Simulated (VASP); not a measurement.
Method: PBE GGA, VASP's PBE PAW potentials (set 64) (plane waves; VASP 6.6.1).

The input files of a VASP run:

**POSCAR**
```
ZrB2
1
    1.5850000000    -2.7453010000     0.0000000000
    1.5850000000     2.7453010000     0.0000000000
    0.0000000000     0.0000000000     3.5300000000
Zr B
1 2
Direct
  0.0000000000   0.0000000000   0.0000000000
  0.3333330000   0.6666670000   0.5000000000
  0.6666670000   0.3333330000   0.5000000000
```

### KPOINTS
```
kpoints
0
Gamma
  10 10 8
0 0 0
```

### INCAR
```
SYSTEM = ZrB2
PREC = Accurate; ENCUT = 520; LREAL = .FALSE.
LASPH = .TRUE.
EDIFF = 1E-6; NELM = 100; ALGO = Normal
LMAXMIX = 4
ISMEAR = 0; SIGMA = 0.01
GGA = PE
ISIF = 2
LWAVE = .FALSE.; LCHARG = .FALSE.
```

POTCAR, in this order: Zr_sv B (PBE.64 set). Program: vasp_std.

What VASP printed:

OSZICAR:
```
       N       E                     dE             d eps       ncg     rms          rms(c)
DAV:   1     0.111726027723E+03    0.11173E+03   -0.99094E+03  1820   0.138E+03
DAV:   2    -0.220714329502E+02   -0.13380E+03   -0.12911E+03  2100   0.340E+02
DAV:   3    -0.275124954592E+02   -0.54411E+01   -0.53979E+01  2938   0.597E+01
DAV:   4    -0.276464356930E+02   -0.13394E+00   -0.13389E+00  2348   0.846E+00
DAV:   5    -0.276487567397E+02   -0.23210E-02   -0.23210E-02  2742   0.989E-01    0.217E+01
DAV:   6    -0.250083548732E+02    0.26404E+01   -0.77708E+00  2166   0.198E+01    0.879E+00
DAV:   7    -0.249752011462E+02    0.33154E-01   -0.87967E-01  2756   0.617E+00    0.310E+00
DAV:   8    -0.249764204104E+02   -0.12193E-02   -0.95886E-02  2200   0.288E+00    0.773E-01
DAV:   9    -0.249737196442E+02    0.27008E-02   -0.16025E-02  2319   0.105E+00    0.137E-01
DAV:  10    -0.249736892749E+02    0.30369E-04   -0.79441E-04  2382   0.261E-01    0.415E-02
DAV:  11    -0.249737016370E+02   -0.12362E-04   -0.29097E-05  2399   0.650E-02    0.128E-02
DAV:  12    -0.249737014550E+02    0.18200E-06   -0.15718E-06  1705   0.136E-02
   1 F= -.24973701E+02 E0= -.24973660E+02  d E =-.833078E-04
```

OUTCAR:
```
------------------------ aborting loop because EDIFF is reached ----------------------------------------
  FORCE on cell =-STRESS in cart. coord.  units (eV):
  Direction    XX          YY          ZZ          XY          YZ          ZX
  --------------------------------------------------------------------------------------
  Total        0.1196841      0.1196841      0.4143234      0.0000000      0.0000000      0.0000000
  in kB        6.2419892      6.2419913     21.6085743      0.0000000      0.0000000      0.0000000
  external PRESSURE =      11.3641849 kB  Pullay stress =       0.0000000 kB
  volume of cell :       30.72
      direct lattice vectors                 reciprocal lattice vectors
     1.585000000 -2.745301000  0.000000000     0.315457413 -0.182129391  0.000000000
     1.585000000  2.745301000  0.000000000     0.315457413  0.182129391  0.000000000
     0.000000000  0.000000000  3.530000000     0.000000000  0.000000000  0.283286119
 POSITION                                       TOTAL-FORCE (eV/Angst)
 -----------------------------------------------------------------------------------
      0.00000      0.00000      0.00000         0.000000     -0.000000     -0.000000
      1.58500      0.91510      1.76500         0.000000     -0.000000     -0.000000
      1.58500     -0.91510      1.76500        -0.000000      0.000000      0.000000
 -----------------------------------------------------------------------------------
    total drift:                                0.000000     -0.000000      0.000000
  FREE ENERGIE OF THE ION-ELECTRON SYSTEM (eV)
  ---------------------------------------------------
  free  energy   TOTEN  =       -24.9737014550 eV

  energy  without entropy=      -24.9736181473  energy(sigma->0) =      -24.97365980
```
(Selected blocks of OUTCAR.)

The compound is ZrB2 in the AlB2 type structure. The cell was not relaxed at this level. The run is one of a series of settings (ISMEAR = 0, SIGMA = 0.01 against the base run), some of them coarse on purpose.
